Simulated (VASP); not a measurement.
Computed with PBE GGA, VASP's PBE PAW potentials (set 64) (plane waves; VASP).

The input files of a VASP run:

KPOINTS:
```
kpoints
0
G
9 9 9
```

POSCAR:
```
NaF
1
    0.0000000000     2.3150000000     2.3150000000
    2.3150000000     0.0000000000     2.3150000000
    2.3150000000     2.3150000000     0.0000000000
Na F
1 1
Direct
  0.0000000000   0.0000000000   0.0000000000
  0.5000000000   0.5000000000   0.5000000000
```

INCAR:
```
SYSTEM=NaF
PREC=Accurate; ENCUT=800; LREAL=.FALSE.
LASPH=.TRUE.
EDIFF=1E-6; NELM=100; ALGO=Normal
ISMEAR=0; SIGMA=0.05
GGA=PE
ISIF=2
LWAVE=.FALSE.; LCHARG=.FALSE.
```

POTCAR, in this order: Na_pv F (PBE.64 set). Program: vasp_std.

The run wrote:

### OSZICAR
```
       N       E                     dE             d eps       ncg     rms          rms(c)
DAV:   1     0.134813367009E+03    0.13481E+03   -0.10506E+04   770   0.208E+03
DAV:   2    -0.103664646676E+01   -0.13585E+03   -0.12556E+03   828   0.418E+02
DAV:   3    -0.936657876239E+01   -0.83299E+01   -0.83016E+01   890   0.105E+02
DAV:   4    -0.945866699994E+01   -0.92088E-01   -0.92074E-01   842   0.116E+01
DAV:   5    -0.945969180815E+01   -0.10248E-02   -0.10248E-02   887   0.125E+00    0.540E+00
DAV:   6    -0.857533293828E+01    0.88436E+00   -0.38047E+00   935   0.189E+01    0.186E+00
DAV:   7    -0.856412258406E+01    0.11210E-01   -0.29398E-02   779   0.266E+00    0.105E+00
DAV:   8    -0.856488512685E+01   -0.76254E-03   -0.29861E-02   773   0.439E+00    0.123E-01
DAV:   9    -0.856573143104E+01   -0.84630E-03   -0.39423E-03   875   0.704E-01    0.862E-02
DAV:  10    -0.856565541856E+01    0.76012E-04   -0.48195E-04   806   0.309E-01    0.104E-02
DAV:  11    -0.856565658626E+01   -0.11677E-05   -0.15441E-05   872   0.808E-02    0.358E-03
DAV:  12    -0.856565675117E+01   -0.16491E-06   -0.12073E-06   806   0.200E-02
   1 F= -.85656568E+01 E0= -.85656568E+01  d E =-.406328E-14
```

File OUTCAR:
```
------------------------ aborting loop because EDIFF is reached ----------------------------------------
  FORCE on cell =-STRESS in cart. coord.  units (eV):
  Direction    XX          YY          ZZ          XY          YZ          ZX
  --------------------------------------------------------------------------------------
  Total        0.3450723      0.3450723      0.3450723     -0.0000000      0.0000000      0.0000000
  in kB       22.2811565     22.2811565     22.2811565     -0.0000000      0.0000000      0.0000000
  external PRESSURE =      22.2811565 kB  Pullay stress =       0.0000000 kB
  volume of cell :       24.81
      direct lattice vectors                 reciprocal lattice vectors
     0.000000000  2.315000000  2.315000000    -0.215982721  0.215982721  0.215982721
     2.315000000  0.000000000  2.315000000     0.215982721 -0.215982721  0.215982721
     2.315000000  2.315000000  0.000000000     0.215982721  0.215982721 -0.215982721
  FREE ENERGIE OF THE ION-ELECTRON SYSTEM (eV)
  ---------------------------------------------------
  free  energy   TOTEN  =        -8.5656567512 eV

  energy  without entropy=       -8.5656567512  energy(sigma->0) =       -8.56565675
```
(Selected blocks of OUTCAR.)

### OUTCAR
```
 val. band max:       -2.0795945807   @ k =   0.0000   0.0000   0.0000

 cond. band min:       4.2407502457   @ k =   0.0000   0.0000   0.0000


 Fermi energy:        -1.8342147814

 k-point     1 :       0.0000    0.0000    0.0000
  band No.  band energies     occupation
      1     -21.2539      2.00000
      2     -21.0146      2.00000
      3     -21.0146      2.00000
      4     -21.0146      2.00000
      5      -2.0796      2.00000
      6      -2.0796      2.00000
      7      -2.0796      2.00000
      8       4.2408      0.00000
      9      16.9241      0.00000
     10      16.9241      0.00000
     11      16.9241      0.00000

 k-point     2 :       0.1111    0.0000    0.0000
  band No.  band energies     occupation
      1     -21.4256      2.00000
      2     -21.0160      2.00000
      3     -21.0160      2.00000
      4     -20.8266      2.00000
      5      -2.3190      2.00000
      6      -2.1102      2.00000
      7      -2.1102      2.00000
      8       4.6788      0.00000
      9      15.4430      0.00000
     10      17.1155      0.00000
     11      17.1155      0.00000

 k-point     3 :       0.2222    0.0000    0.0000
  band No.  band energies     occupation
      1     -21.6364      2.00000
      2     -21.0196      2.00000
      3     -21.0196      2.00000
      4     -20.5744      2.00000
      5      -2.8413      2.00000
      6      -2.1868      2.00000
      7      -2.1868      2.00000
      8       5.7763      0.00000
      9      13.5274      0.00000
     10      17.5723      0.00000
     11      17.5723      0.00000

 k-point     4 :       0.3333    0.0000    0.0000
  band No.  band energies     occupation
      1     -21.7907      2.00000
      2     -21.0237      2.00000
      3     -21.0237      2.00000
      4     -20.3722      2.00000
      5      -3.3418      2.00000
      6      -2.2723      2.00000
      7      -2.2723      2.00000
      8       7.1590      0.00000
      9      11.9355      0.00000
...
```

The compound is NaF in the rock salt structure. The cell was not relaxed at this level. The run is one of a series of settings (ENCUT = 800 against the base run), some of them coarse on purpose.
